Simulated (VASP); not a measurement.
Data:

```
CELL_PARAMETERS angstrom
      1.50134     0.86680     6.69138
     -1.50134     0.86680     6.69138
      0.00000    -1.73359     6.69138
ATOMIC_POSITIONS crystal
  Ga 0.50000 0.50000 0.50000
  Hg 0.00000 0.00000 0.00000
  O  0.88324 0.88324 0.88324
  O  0.11676 0.11676 0.11676
```

Computed with PBEsol GGA, VASP's PBE PAW potentials (set 64) (plane waves; VASP). Run with 520 eV cut-off, 13×13×13 Γ-centred mesh, tetrahedra with Blöchl corrections, potentials Ga_d Hg O.

The cores are frozen, which limits the accuracy of field gradients.

Problem. Give the principal components of the electric field gradient (V/Å²) and the asymmetry η at each nucleus.

Solution. 
| atom | Vxx | Vyy | Vzz | η |
|---|---|---|---|---|
| Ga1 | -17.1 | -17.1 | 34.3 | 0.00 |
| Hg2 | 107.3 | 107.3 | -214.6 | 0.00 |
| O3 | -18.0 | -18.0 | 36.0 | 0.00 |
| O4 | -18.0 | -18.0 | 36.0 | 0.00 |

The structure comes from a computed database's GaHgO2 entry (R-3m); how it stands against other phases isn't given here. It was relaxed first.
